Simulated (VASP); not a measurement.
Here is the system:

```xyz
5
Lattice="4.0026 0.0000 0.0000 -2.0013 3.4664 0.0000 0.0000 0.0000 9.8229" Properties=species:S:1:pos:R:3 pbc="T T T"
Sb     0.0000     2.3109     1.8586
Sb     2.0013     1.1555     7.9643
Se     0.0000     0.0000     9.8229
Se     0.0000     2.3109     6.4047
Se     2.0013     1.1555     3.4182
```

Level of theory: PBEsol GGA, VASP's PBE PAW potentials (set 64) (plane waves; VASP). Numerical set-up: 400 eV cut-off, 10×10×4 Γ-centred mesh, tetrahedra with Blöchl corrections, potentials Sb Se.

Unless said otherwise, spin-orbit coupling is left out, though it shifts the bands of the heavy elements here.

### Question
Estimate the energy per atom (σ→0), band gap (on the k-mesh) with the smallest direct gap where there is one.

### Answer

```
Item                                                         Value
------------------------  ----------------------------------------
band gap (on the k-mesh)  none (metal, semimetal or under 0.01 eV)
energy per atom (σ→0)                               -4.391 eV/atom
```

Total energies compare only between runs with the same potentials, cut-off and functional.

The structure was generated: Sb2Se3 was put into the A-La2O3 type (P-3m1), which need not be its known phase. It was relaxed first, which changed the volume by +8 %.
